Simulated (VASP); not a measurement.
The system is TlRu.

```
Tl Ru
1.0
     3.54715    0.00000    0.00000
    -1.77357    3.07192    0.00000
     0.00000    0.00000    4.93701
Tl Ru
1 1
Direct
  0.00000 0.00000 0.00000
  0.00000 0.00000 0.50000
```

The cell was built by a generator and needn't be a form met in nature.

```yaml
Program: VASP 6.6.1
Task: relaxation of cell and atoms
Functional: r2SCAN
Potentials_or_basis: VASP PAW PBE potentials, release 64 (Tl_d, Ru_pv)
Cutoff: 600 eV
k_mesh: 9 × 9 × 6
Occupations: methfessel-paxton, width 0.1 eV
Spin: no spin polarisation
```

At the start: pressure -1.9 GPa; volume 26.90 Å³/atom.

Task: How do energy, volume and symmetry change on relaxing?

Result: Over 13 steps the energy falls by 717.3 meV/atom and the volume is 20.00 Å³/atom (-25.7 %); space group P6/mmm (No. 191, to 0.05 Å).

The path:
```
step  energy change (eV)  largest force (eV/Å)  pressure (GPa)  volume (Å³)
   1              0.0000                0.0000           -1.94        53.80
   2             -0.8618                0.0000          -14.57        49.92
   3             -0.8602                0.0000          -14.58        49.95
   4             -0.4512                0.0000           33.71        34.60
   5             -1.3074                0.0000           -5.03        42.15
   6             -1.3091                0.0000           -4.34        41.87
   7             -1.4333                0.0000           -0.56        40.25
   8             -1.4336                0.0000           -0.83        40.31
   9             -1.4335                0.0000           -0.97        40.34
  10             -1.4343                0.0000            0.53        39.81
  11             -1.4347                0.0000           -0.04        40.00
  12             -1.4347                0.0000           -0.01        40.00
  13             -1.4347                0.0000           -0.01        39.99
```

Final structure:
```
CELL_PARAMETERS angstrom
2.92464 0.00000 0.00000
-1.46232 2.53281 0.00000
0.00000 0.00000 5.39858
ATOMIC_POSITIONS crystal
Tl 0.00000 0.00000 0.00000
Ru 0.00000 0.00000 0.50000
```

Caveat: the volume moved by over 15 % at a fixed basis, so the end points are rough; the PAW data sets were made with another functional, which shifts forces and pressure a little.
